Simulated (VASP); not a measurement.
Input:

```xyz
71
Lattice="4.8683 -8.4322 0.0000 4.8683 8.4322 0.0000 0.0000 0.0000 10.5563" Properties=species:S:1:pos:R:3 pbc="T T T"
Ga     1.6243    -0.9087     2.6424
Ga     1.6311     0.9383    10.5363
Ga     1.6308    -0.9403     7.9172
Ga     1.6908     1.1139     5.2674
Ga     3.2276     1.8810     2.7178
Ga     3.2466     3.7361    10.5366
Ga     3.2661     1.8601     7.8703
Ga     3.1245     3.5963     5.2699
Ga     4.8419     4.6664     2.6422
Ga     4.8787     6.5512     0.0173
Ga     4.8743     4.6775     7.9183
Ga     4.8847     6.5470     5.2758
Ga     3.2326    -3.7416     2.6418
Ga     3.2488    -1.8700     0.0085
Ga     3.2460    -3.7491     7.9232
Ga     3.2326    -1.8251     5.2882
Ga     4.8699    -0.9013     2.6485
Ga     4.8686     0.9343    10.5461
Ga     4.8911    -0.9633     7.9056
Ga     6.4600     1.8533     2.6488
Ga     6.4877     3.7395     0.0100
Ga     6.5236     1.8653     7.9065
Ga     6.4409     3.7326     5.2890
Ga     4.8594    -6.5525     2.6217
Ga     4.8645    -4.6837    10.5516
Ga     4.8872    -6.5572     7.9175
Ga     4.8238    -4.6604     5.2732
Ga     6.4798    -3.7443     2.6223
Ga     6.4897    -1.8740     0.0014
Ga     6.4979    -3.7658     7.9184
Ga     6.5321    -1.8793     5.2964
Ga     8.1173    -0.9407     2.6316
Ga     8.1131     0.9364     0.0007
Ga     8.1370    -0.9512     7.9319
Ga     8.1368     0.9007     5.2966
N      1.6411    -0.8441     4.6376
N      1.6010     0.9415     1.9562
N      1.6260    -0.9445     9.9062
N      1.6331     0.9269     7.2710
N      3.2287     3.7611     1.9573
N      3.2617     1.8624     9.8599
N      3.2582     3.7408     7.2727
N      4.7955     4.6197     4.6378
N      4.8784     6.5508     2.0083
N      4.8753     4.6829     9.9070
N      4.8849     6.5467     7.2606
N      3.1905    -3.7175     4.6339
N      3.2548    -1.8597     2.0123
N      3.2370    -3.7450     9.9133
N      3.2578    -1.8755     7.2662
N      4.9110    -0.8053     4.7020
N      4.8625     0.9391     1.9596
N      4.8711    -0.9387     9.8852
N      4.9321     0.8989     7.1216
N      6.3972     1.7701     4.7018
N      6.4821     3.7306     2.0132
N      6.4915     1.8693     9.8860
N      6.4976     3.7360     7.2665
N      4.8088    -6.5274     4.6067
N      4.8507    -4.6763     1.9821
N      4.8654    -6.5573     9.9019
N      4.8633    -4.6831     7.2619
N      6.4337    -3.7148     4.6072
N      6.4779    -1.8598     1.9972
N      6.4872    -3.7478     9.9024
N      6.5171    -1.8904     7.2731
N      8.1369    -0.9521     4.6217
N      8.0934     0.9391     1.9973
N      8.1223    -0.9432     9.9181
N      8.1393     0.9213     7.2733
Si     4.9248     0.9032     5.3103
```
Cell charge -1.

Calculation: HSE06 screened hybrid, VASP's PBE PAW potentials (set 64) (plane waves; VASP). Settings: PREC = Normal, LREAL = Auto, ISYM = 0, NELECT = 285.0, EDIFF = 1E-5, 400 eV cut-off, 1×1×1 Γ-centred mesh, Gaussian smearing of 0.050 eV, potentials Ga N Si. Starting moments (MAGMOM): 71*0.0423. The cell's moment is fixed (NUPDOWN = 3).

The cell is charged, with a uniform compensating background. The supercell is sampled at Γ alone, which is coarse: total energies, pressure and levels can be off, energies of defects by several tenths of an eV.

Task: What does the run give for the cell moment, energy per atom (σ→0)?

Result: 
```json
{
 "cell_moment": "3.00 μB",
 "energy per atom (σ→0)": "-7205 meV/atom"
}
```

Task: Give the moment on each site (PAW-sphere projection).

Result: 
| site | moment (μB) |
|---|---|
| Ga1 | 0.01 |
| Ga2 | 0.02 |
| Ga3 | 0.02 |
| Ga4 | 0.12 |
| Ga5 | 0.30 |
| Ga6 | 0.02 |
| Ga7 | 0.01 |
| Ga8 | 0.12 |
| Ga9 | 0.01 |
| Ga10 | 0.01 |
| Ga11 | 0.02 |
| Ga12 | 0.00 |
| Ga13 | 0.01 |
| Ga14 | 0.01 |
| Ga15 | 0.01 |
| Ga16 | 0.01 |
| Ga17 | 0.01 |
| Ga18 | 0.02 |
| Ga19 | 0.02 |
| Ga20 | 0.01 |
| Ga21 | 0.01 |
| Ga22 | 0.02 |
| Ga23 | 0.01 |
| Ga24 | 0.01 |
| Ga25 | 0.01 |
| Ga26 | 0.01 |
| Ga27 | 0.01 |
| Ga28 | 0.01 |
| Ga29 | 0.01 |
| Ga30 | 0.01 |
| Ga31 | 0.01 |
| Ga32 | 0.01 |
| Ga33 | 0.01 |
| Ga34 | 0.01 |
| Ga35 | 0.01 |
| N36 | 0.00 |
| N37 | 0.06 |
| N38 | 0.01 |
| N39 | 0.05 |
| N40 | 0.06 |
| N41 | 0.01 |
| N42 | 0.05 |
| N43 | 0.00 |
| N44 | 0.01 |
| N45 | 0.01 |
| N46 | 0.01 |
| N47 | 0.01 |
| N48 | 0.01 |
| N49 | 0.01 |
| N50 | 0.01 |
| N51 | 0.07 |
| N52 | 0.06 |
| N53 | 0.02 |
| N54 | 0.06 |
| N55 | 0.07 |
| N56 | 0.01 |
| N57 | 0.02 |
| N58 | 0.01 |
| N59 | 0.07 |
| N60 | 0.01 |
| N61 | 0.01 |
| N62 | 0.01 |
| N63 | 0.07 |
| N64 | 0.01 |
| N65 | 0.01 |
| N66 | 0.01 |
| N67 | 0.01 |
| N68 | 0.01 |
| N69 | 0.01 |
| N70 | 0.01 |
| Si71 | 0.21 |

The absolute energy has meaning only against runs of the same code, potentials and settings.

The cell is a supercell with a defect, built from GaN (wurtzite): Si_Ga-vac_N, charge -1. The cell's shape comes from a PBE relaxation.
